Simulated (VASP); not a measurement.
# Ga2H13N4F8 (a cell with a defect) in VASP: further runs

Runs on Ga2H13N4F8 (a cell with a defect). Level: PBEsol. Tasks: single point.

All numbers are computed with VASP 6.6.1; they aren't measurements. Logs are shortened: lines on timing, memory, paths and dates and some standing lists are left out, and cuts for length are marked.

**1. The structure**

The cell holds a defect, 27 atoms: a = 6.360 Å, b = 6.360 Å, c = 7.577 Å, α = 114.25°, β = 114.25°, γ = 65.19°.

**2. Single point, PBEsol**

INCAR reads:

```
PREC = Accurate
ENCUT = 520
EDIFF = 1E-6
ISMEAR = -1
SIGMA = 0.05
LREAL = Auto
LASPH = True
NELM = 60
ALGO = Fast
ISIF = 2
LWAVE = False
LCHARG = False
GGA = PS
NBANDS = 76
```

KPOINTS reads:

```
regular mesh
0
Gamma
  2 2 2
```

POSCAR reads:

```
Ga2H13N4F8
1.0
    5.3580880000     -3.4262370000      0.0000000000
    5.3580880000      3.4262370000      0.0000000000
   -3.6942100000      0.0000000000      6.6150590000
Ga H N F
2 13 4 8
Direct
    0.0088314657     -0.0015881288      0.0005442128
    0.0098952502      0.0008766097      0.5089901692
    0.1734468856      0.2779346954      0.9576180651
    0.3758754885      0.5455660265      0.7664330734
    0.1654435705      0.3870569615      0.6148395653
    0.4659411655      0.2175345316      0.7184818760
    0.6237184628      0.8377141671      0.8619121916
    0.8864924999      0.6090452596      0.8389947845
    0.3792653338      0.3375577695      0.5273120013
    0.4131489896      0.1257199531      0.1440652306
    0.1576954946      0.3803596010      0.1785622774
    0.5394046209      0.8054691109      0.4053780926
    0.8101003853      0.5908802905      0.3598002678
    0.5507783223      0.4934559596      0.3220984121
    0.8541316187      0.7357802028      0.0653962421
    0.8016622332      0.7787508000      0.9335668813
    0.3485483077      0.3732109332      0.6654060077
    0.6284543347      0.6165754133      0.3436401701
    0.2184814336      0.2258364414      0.0842925210
    0.2683402533      0.7231540913     -0.0189718640
    0.7318772639      0.2762462027      0.0146483954
    0.0630263288      0.0935262621      0.2920306531
    0.3372509293      0.9297084855      0.6275983328
    0.9413630952      0.3457825793      0.6730098704
    0.0476503608      0.6809398851      0.3467996279
    0.6654547551      0.0707206489      0.3814327280
    0.9250224989      0.9601047189      0.6888827447
```

Potentials or basis: VASP PAW PBE potentials, release 64 (Ga_d, H, N, F).

Launch:

```bash
cat potpaw_PBE.64/Ga_d/POTCAR potpaw_PBE.64/H/POTCAR potpaw_PBE.64/N/POTCAR potpaw_PBE.64/F/POTCAR > POTCAR
mpirun -np 1 vasp_std > vasp.out
```

OUTCAR:

```text
PREC = Accurate
   ENCUT = 520
   EDIFF = 1E-6
   ISMEAR = -1
   LREAL = Auto
   LASPH = True
   NELM = 60
   ISIF = 2
   GGA = PS

 ion  position               nearest neighbor table
   1  0.009  0.998  0.001-  20 1.84  21 1.90  22 1.95  16 2.09  19 2.11  27 2.13
   2  0.010  0.001  0.509-  27 1.80  23 1.83  25 1.87  26 1.93  24 1.99  22 2.14
   3  0.173  0.278  0.958-  19 1.03
   4  0.376  0.546  0.766-  17 1.09
   5  0.165  0.387  0.615-  17 1.04
   6  0.466  0.218  0.718-  17 1.08
   7  0.624  0.838  0.862-  16 1.01
   8  0.886  0.609  0.839-  16 1.08
   9  0.379  0.338  0.527-  17 1.06
  10  0.413  0.126  0.144-  19 1.12
  11  0.158  0.380  0.179-  19 0.98
  12  0.539  0.805  0.405-  18 1.08
  13  0.810  0.591  0.360-  18 1.06
  14  0.551  0.493  0.322-  18 1.02
  15  0.854  0.736  0.065-  16 1.03
  16  0.802  0.779  0.934-   7 1.01  15 1.03   8 1.08   1 2.09
  17  0.349  0.373  0.665-   5 1.04   9 1.06   6 1.08   4 1.09
  18  0.628  0.617  0.344-  14 1.02  13 1.06  12 1.08
  19  0.218  0.226  0.084-  11 0.98   3 1.03  10 1.12   1 2.11
  20  0.268  0.723  0.981-   1 1.84
  21  0.732  0.276  0.015-   1 1.90
  22  0.063  0.094  0.292-   1 1.95   2 2.14
  23  0.337  0.930  0.628-   2 1.83
  24  0.941  0.346  0.673-   2 1.99
  25  0.048  0.681  0.347-   2 1.87
  26  0.665  0.071  0.381-   2 1.93
  27  0.925  0.960  0.689-   2 1.80   1 2.13

  LATTYP: Found a base centered monoclinic cell.
 ALAT       =    10.7161760000
 B/A-ratio  =     0.6394514237
 C/A-ratio  =     0.7070327583
 COS(beta)  =    -0.4875758717

  Lattice vectors:

 A1 = (   5.3580880000,  -3.4262370000,   0.0000000000)
 A2 = (   5.3580880000,   3.4262370000,   0.0000000000)
 A3 = (  -3.6942100000,   0.0000000000,   6.6150590000)

Analysis of symmetry for initial positions (statically):
=====================================================================
 Subroutine PRICEL returns:
 Original cell was already a primitive cell.

 Routine SETGRP: Setting up the symmetry group for a
 base centered monoclinic supercell.

 Subroutine GETGRP returns: Found  1 space group operations
 (whereof  1 operations were pure point group operations)
 out of a pool of  4 trial point group operations.

The static configuration has the point symmetry C_1 .

Analysis of symmetry for dynamics (positions and initial velocities):
=====================================================================
 Subroutine PRICEL returns:
 Original cell was already a primitive cell.

 Routine SETGRP: Setting up the symmetry group for a
 base centered monoclinic supercell.

 Subroutine GETGRP returns: Found  1 space group operations
 (whereof  1 operations were pure point group operations)
 out of a pool of  4 trial point group operations.

The dynamic configuration has the point symmetry C_1 .

 Subroutine INISYM returns: Found  1 space group operations
 (whereof  1 operations are pure point group operations),
 and found     1 'primitive' translations

----------------------------------------------------------------------------------------

                                     Primitive cell

  volume of cell :     242.8796

  direct lattice vectors                    reciprocal lattice vectors
     5.358088000 -3.426237000  0.000000000     0.093316870 -0.145932695  0.052113233
     5.358088000  3.426237000  0.000000000     0.093316870  0.145932695  0.052113233
    -3.694210000  0.000000000  6.615059000     0.000000000  0.000000000  0.151170231

  length of vectors
     6.359890486  6.359890486  7.576687475     0.180887199  0.180887199  0.151170231

  position of ions in fractional coordinates (direct lattice)
     0.008831466  0.998411871  0.000544213
     0.009895250  0.000876610  0.508990169
     0.173446886  0.277934695  0.957618065
     0.375875489  0.545566026  0.766433073
     0.165443571  0.387056962  0.614839565
     0.465941165  0.217534532  0.718481876
[... 19 lines left out ...]
     0.665454755  0.070720649  0.381432728
     0.925022499  0.960104719  0.688882745

  ion indices of the primitive-cell ions
   primitive index   ion index
                 1           1
                 2           2
                 3           3
                 4           4
                 5           5
                 6           6
[... 19 lines left out ...]
                26          26
                27          27

----------------------------------------------------------------------------------------

 KPOINTS: regular mesh

Automatic generation of k-mesh.
 Grid dimensions read from file:
 generate k-points for:    2    2    2

 Generating k-lattice:

  Cartesian coordinates                     Fractional coordinates (reciprocal lattice)
     0.046658435 -0.072966348  0.026056617     0.500000000  0.000000000  0.000000000
     0.046658435  0.072966348  0.026056617     0.000000000  0.500000000  0.000000000
     0.000000000  0.000000000  0.075585116     0.000000000  0.000000000  0.500000000

  Length of vectors
     0.090443600  0.090443600  0.075585116

  Shift w.r.t. Gamma in fractional coordinates (k-lattice)
     0.000000000  0.000000000  0.000000000

 Subroutine IBZKPT returns following result:
 ===========================================

 Found      8 irreducible k-points:

 Following reciprocal coordinates:
            Coordinates               Weight
  0.000000  0.000000  0.000000      1.000000
  0.500000  0.000000  0.000000      1.000000
  0.000000  0.500000  0.000000      1.000000
  0.500000  0.500000  0.000000      1.000000
  0.000000  0.000000  0.500000      1.000000
  0.500000  0.000000  0.500000      1.000000
  0.000000  0.500000  0.500000      1.000000
  0.500000  0.500000  0.500000      1.000000
   k-points           NKPTS =      8   k-points in BZ     NKDIM =      8   number of bands    NBANDS=     76
   number of dos      NEDOS =    301   number of ions     NIONS =     27
   total plane-waves  NPLWV = 129024
   dimension x,y,z NGX =    48 NGY =   48 NGZ =   56
   dimension x,y,z NGXF=    96 NGYF=   96 NGZF=  112
   ions per type =               2  13   4   8
   NGX,Y,Z   is equivalent  to a cutoff of  12.55, 12.55, 12.29 a.u.
   NGXF,Y,Z  is equivalent  to a cutoff of  25.09, 25.09, 24.57 a.u.
 SYSTEM =  unknown system
   PREC   = accura    normal or accurate (medium, high low for compatibility)
   ISTART =      0    job   : 0-new  1-cont  2-samecut
   ICHARG =      2    charge: 1-file 2-atom 10-const
   ISPIN  =      1    spin polarized calculation?
   LNONCOLLINEAR =      F non collinear calculations
   LSORBIT =      F    spin-orbit coupling
   LASPH  =      T    aspherical Exc in radial PAW
   ENCUT  =  520.0 eV  38.22 Ry    6.18 a.u.  11.83 11.83 14.09*2*pi/ulx,y,z
   NELM   =     60;   NELMIN=  2; NELMDL= -5     # of ELM steps
   EDIFF  = 0.1E-05   stopping-criterion for ELM
   LREAL  =      T    real-space projection
   EDIFFG = 0.1E-04   stopping-criterion for IOM
   NSW    =      0    number of steps for IOM
   IBRION =     -1    ionic relax: 0-MD 1-quasi-New 2-CG
   NFREE  =      0    steps in history (QN), initial steepest desc. (CG)
   ISIF   =      2    stress and relaxation
   ISYM   =      2    0-nonsym 1-usesym 2-fastsym
   POTIM  = 0.5000    time-step for ionic-motion
   TEBEG  =    0.0;   TEEND  =   0.0 temperature during run
   PSTRESS=    0.0 pullay stress
   NELECT =     115.0000    total number of electrons
   NUPDOWN=      -1.0000    fix difference up-down
   EMIN   =  10.00;   EMAX   =-10.00  energy-range for DOS
   EFERMI =   0.00;   METHOD = LEGACY
   ISMEAR =    -1;   SIGMA  =   0.05  broadening in eV -4-tet -1-fermi 0-gaus
   EFERMI_NEDOS =   21; number of points for ismear=-14 and -15
   IALGO  =     68    algorithm
   IMIX   =      4    mixing-type and parameters
     AMIX     =   0.40;   BMIX     =  1.00
     AMIX_MAG =   1.60;   BMIX_MAG =  1.00
  volume/ion in A,a.u.               =       9.00        60.70
  Fermi-wavevector in a.u.,A,eV,Ry     =   1.275980  2.411252 22.151977  1.628124
  Thomas-Fermi vector in A             =   2.408662
   LORBIT       =      0    0 simple, 1 ext, 2 COOP (PROOUT), +10 PAW based schemes
   GGA     = PS    functional components
   LHFCALC =     F    Hartree Fock is set to
   AEXX    =    0.0000 exact exchange contribution
   IVDW    =     0    specifies the selected vdW correction
   LEPSILON=     F    determine dielectric tensor
   LRPA    =     F    only Hartree local field effects (RPA)
 non-spin polarized calculation
 RMM-DIIS sequential band-by-band and
  energy-cutoff  :      520.00
  volume of cell :      242.88
 maximum number of plane-waves:      6576
 NGX is ok and might be reduce to    48
   NGX = 23   NGY = 23   NGZ = 29

 number of electron     114.9999992 magnetization

 Free energy of the ion-electron system (eV)
  ---------------------------------------------------
  ext. energy  EPLUGINS =         0.00000000
  ---------------------------------------------------
  free energy    TOTEN  =      -131.13604506 eV

  energy without entropy =     -131.06776360  energy(sigma->0) =     -131.10190433

 E-fermi :  -1.7543     XC(G=0):  -8.9390

 val. band max:       -1.7570214778   @ k =   0.5000   0.0000   0.5000
 cond. band min:      -1.7367266564   @ k =   0.5000   0.5000   0.0000
 fundamental gap:      0.0202948214
 Fermi energy:        -1.7542755422

 k-point     1 :       0.0000    0.0000    0.0000
  band No.  band energies     occupation
      1     -23.2612      2.00000
      2     -22.6758      2.00000
      3     -22.4861      2.00000
      4     -22.4094      2.00000
      5     -22.3381      2.00000
      6     -22.1660      2.00000
[... 61 lines left out ...]
     68       7.7766      0.00000
     69       8.4063      0.00000

 k-point     2 :       0.5000    0.0000    0.0000
  band No.  band energies     occupation
      1     -23.2517      2.00000
      2     -22.6740      2.00000
      3     -22.4812      2.00000
      4     -22.4121      2.00000
      5     -22.3414      2.00000
      6     -22.1681      2.00000
[... 421 lines left out ...]
     68       8.3993      0.00000
     69       8.5376      0.00000

 k-point     8 :       0.5000    0.5000    0.5000
  band No.  band energies     occupation
      1     -23.2340      2.00000
      2     -22.7034      2.00000
      3     -22.4891      2.00000
      4     -22.4139      2.00000
      5     -22.3347      2.00000
      6     -22.1652      2.00000
[... 61 lines left out ...]
     68       8.2013      0.00000
     69       8.7198      0.00000
 [bands above 69 left out]

------------------------ aborting loop because EDIFF is reached ----------------------------------------

  FORCE on cell =-STRESS in cart. coord.  units (eV):
  Direction    XX          YY          ZZ          XY          YZ          ZX
  --------------------------------------------------------------------------------------
  -------------------------------------------------------------------------------------
  Total       -3.9735686     -6.9831295     -2.0707533     -0.3089104      1.4170056     -1.8617220
  in kB      -26.2120110    -46.0648563    -13.6599143     -2.0377558      9.3474079    -12.2810206
  external PRESSURE =     -28.6455939 kB  Pullay stress =       0.0000000 kB

 VOLUME and BASIS-vectors are now :
 -----------------------------------------------------------------------------
  energy-cutoff  :      520.00
  volume of cell :      242.88
      direct lattice vectors                 reciprocal lattice vectors
     5.358088000 -3.426237000  0.000000000     0.093316870 -0.145932695  0.052113233
     5.358088000  3.426237000  0.000000000     0.093316870  0.145932695  0.052113233
    -3.694210000  0.000000000  6.615059000     0.000000000  0.000000000  0.151170231

 POSITION                                       TOTAL-FORCE (eV/Angst)
 -----------------------------------------------------------------------------------
      5.39489      3.39054      0.00360         0.135568      1.099757      0.251487
     -1.82260     -0.03090      3.36700         0.882502      1.337393     -1.352677
     -1.11910      0.35800      6.33470         0.140712     -0.777382     -0.167343
      2.10580      0.58140      5.07000        -1.505780     -0.870549     -0.584087
      0.68900      0.75930      4.06720        -0.415840     -0.192561      0.904989
      1.00790     -0.85110      4.75280         0.476436      1.656987     -0.075924
[... 19 lines left out ...]
      2.53540     -2.03770      2.52320         0.452197      0.188125     -0.572291
      7.55580      0.12020      4.55700        -1.618353     -0.465250      2.017989
 -----------------------------------------------------------------------------------
    total drift:                                0.005162      0.004867      0.005752

  FREE ENERGIE OF THE ION-ELECTRON SYSTEM (eV)
  ---------------------------------------------------
  free  energy   TOTEN  =      -131.1360450621 eV

  energy  without entropy=     -131.0677636004  energy(sigma->0) =     -131.10190433
```

It took 4.1 min on 1 thread of Intel Xeon Platinum 8488C (Sapphire Rapids), shared host; peak memory 0.39 GiB.

Results:

```
Free energy            : -131.1360 eV
Pressure               : -2.9 GPa
Largest force          : 3.943 eV/Å
Band gap on the k mesh : none (metal or under the smearing width)
```

Forces in eV/Å, atoms in the order of the input:
```
Ga   0.136  1.100  0.251
Ga   0.883  1.337 -1.353
H    0.141 -0.777 -0.167
H   -1.506 -0.871 -0.584
H   -0.416 -0.193  0.905
H    0.476  1.657 -0.076
H   -0.436  0.573 -0.064
H   -0.029  1.217  0.134
H   -0.052 -0.256  0.971
H   -0.351  2.429 -0.665
H    0.144  1.568  2.187
H   -0.703 -1.398 -0.934
H   -0.907  0.223 -0.494
H    0.080 -0.503 -0.102
H   -0.372  0.785  0.294
N    1.422 -2.353 -0.246
N    1.763 -0.613 -1.190
N    1.680  1.539  1.257
N   -0.481 -3.468 -1.815
F    0.242 -0.121  0.232
F   -0.014 -0.121 -0.403
F   -0.787 -0.331  0.930
F    0.325 -0.314  0.377
F    0.233 -0.585 -0.561
F   -0.305 -0.248 -0.331
F    0.452  0.188 -0.572
F   -1.618 -0.465  2.018
```

Stress tensor (GPa, compression positive):
```
-2.62 -0.20 -1.23
-0.20 -4.61  0.93
-1.23  0.93 -1.37
```

Levels at points of the mesh, in eV from the Fermi level:
```tsv
k point	band 56	band 57	band 58	band 59	band 60	band 61
(0.00, 0.00, 0.00)	-0.48	-0.33	0.02	4.68	7.36	7.93
(0.50, 0.00, 0.00)	-0.52	-0.31	-0.02	5.96	6.98	7.30
(0.00, 0.50, 0.00)	-0.54	-0.30	-0.02	5.96	6.94	7.27
(0.50, 0.50, 0.00)	-0.64	-0.62	0.02	6.33	7.25	7.30
(0.00, 0.00, 0.50)	-0.50	-0.42	-0.02	5.77	6.11	7.84
(0.50, 0.00, 0.50)	-0.46	-0.35	0.00	6.34	6.55	7.58
(0.00, 0.50, 0.50)	-0.51	-0.34	-0.01	6.24	6.51	7.62
(0.50, 0.50, 0.50)	-0.67	-0.44	0.03	6.20	6.64	7.85
```

Caveat: the k mesh is coarse (spacing up to 0.57 Å⁻¹), so the values aren't converged; the PAW data sets were made with another functional, which shifts forces and pressure a little; an odd number of electrons without spin polarisation forces a metal; a magnetic or distorted state may lie lower.

(Part 1 of 2 ends here.)
